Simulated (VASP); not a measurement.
Method: PBE GGA, VASP's PBE PAW potentials (set 64) (plane waves; VASP).

VASP input:

File KPOINTS:
```
Automatic mesh
0
Gamma
6 6 6
0 0 0
```

INCAR:
```
ALGO=Exact
EDIFF=1E-8
ENCUT=500
GGA=PE
ISMEAR=0
LASPH=.TRUE.
LCHARG=.FALSE.
LOPTICS=.TRUE.
LREAL=.FALSE.
LWAVE=.TRUE.
NBANDS=128
NELM=1
PREC=Normal
SIGMA=0.01
SYSTEM=MgO
```

**POSCAR**
```
MgO
1
    0.0000000000     2.1050000000     2.1050000000
    2.1050000000     0.0000000000     2.1050000000
    2.1050000000     2.1050000000     0.0000000000
Mg O
1 1
Direct
  0.0000000000   0.0000000000   0.0000000000
  0.5000000000   0.5000000000   0.5000000000
```

POTCAR, in this order: Mg_sv_GW O_GW_new (PBE.64 set). Program: vasp_std. Read from the step before: WAVECAR.

Output of the run:

### OUTCAR
```
 ion  position               nearest neighbor table
   1  0.000  0.000  0.000-   2 2.10   2 2.10   2 2.10   2 2.10   2 2.10   2 2.10
   2  0.500  0.500  0.500-   1 2.10   1 2.10   1 2.10   1 2.10   1 2.10   1 2.10
  LATTYP: Found a face centered cubic cell.
 ALAT       =     4.2100000000
 Subroutine PRICEL returns:
 Original cell was already a primitive cell.
 Subroutine GETGRP returns: Found 48 space group operations
The static configuration has the point symmetry O_h .
The dynamic configuration has the point symmetry O_h .
 Subroutine INISYM returns: Found 48 space group operations
 Subroutine IBZKPT returns following result:
 Found     16 irreducible k-points:

 Following reciprocal coordinates:
            Coordinates               Weight
  0.000000  0.000000  0.000000      1.000000
  0.166667  0.000000  0.000000      8.000000
  0.333333  0.000000  0.000000      8.000000
  0.500000  0.000000  0.000000      4.000000
  0.166667  0.166667  0.000000      6.000000
  0.333333  0.166667  0.000000     24.000000
  0.500000  0.166667  0.000000     24.000000
 -0.333333  0.166667  0.000000     24.000000
 -0.166667  0.166667  0.000000     12.000000
...
```

OSZICAR:
```
       N       E                     dE             d eps       ncg     rms          rms(c)
DIA:   1    -0.260149788897E+02   -0.26015E+02    0.00000E+00     0   0.000E+00
   1 F= -.26014979E+02 E0= -.26014979E+02  d E =0.000000E+00
 imaginary and real dielectric function
```

### OUTCAR
```


 plasma frequency squared (from intraband transitions) (eV^2)
  --------------------------------------------------------------------------------------
       0.000       0.000       0.000
       0.000       0.000       0.000
       0.000       0.000       0.000

 plasma frequency squared (from interband transitions, int dw w eps(2)(w)) (eV^2)
  --------------------------------------------------------------------------------------
    1042.486       0.000      -0.000       0.000       0.000       0.000
      -0.000      -0.000    1042.486       0.000      -0.000      -0.000
       0.000      -0.000      -0.000       0.000    1042.486       0.000
```
(Selected blocks of OUTCAR.)

File OUTCAR:
```
 val. band max:        4.4050611221   @ k =   0.0000   0.0000   0.0000

 cond. band min:       9.1501559787   @ k =   0.0000   0.0000   0.0000



 k-point     1 :       0.0000    0.0000    0.0000
  band No.  band energies     occupation
      1     -67.8881      2.00000
      2     -34.6194      2.00000
      3     -34.6192      2.00000
      4     -34.6192      2.00000
      5     -12.8509      2.00000
      6       4.4040      2.00000
      7       4.4051      2.00000
      8       4.4051      2.00000
      9       9.1502      0.00000
     10      20.2164      0.00000
     11      20.2164      0.00000
     12      20.2165      0.00000
     13      24.1149      0.00000
     14      25.9082      0.00000
     15      25.9082      0.00000
     16      28.7802      0.00000
     17      28.7809      0.00000
     18      28.7809      0.00000
     19      42.8052      0.00000
     20      42.8057      0.00000
     21      42.8057      0.00000
     22      43.4500      0.00000
     23      54.2377      0.00000
     24      54.2377      0.00000
     25      54.2379      0.00000
     26      59.9884      0.00000
     27      59.9884      0.00000
     28      61.4444      0.00000
     29      61.4444      0.00000
     30      61.4450      0.00000
     31      65.1978      0.00000
     32      69.0426      0.00000
     33      69.0426      0.00000
     34      76.9738      0.00000
     35      76.9738      0.00000
     36      76.9738      0.00000
     37      77.0283      0.00000
     38      77.0283      0.00000
     39      77.0284      0.00000
     40      84.6500      0.00000
     41      84.6501      0.00000
     42      84.6501      0.00000
     43      86.1635      0.00000
     44      86.1635      0.00000
     45      86.1644      0.00000
     46      87.6562      0.00000
     47      87.6564      0.00000
     48      87.6564      0.00000
     49      88.1089      0.00000
     50      90.1028      0.00000
     51      90.1032      0.00000
     52      90.1032      0.00000
...
```

The density is held fixed in this step, so its total energy and stress have no physical meaning.

The compound is MgO in the rock salt structure. The cell was not relaxed at this level. The k-mesh is coarse (spacing up to 0.43 per Å, 2π included), so the numbers may not be converged in it.
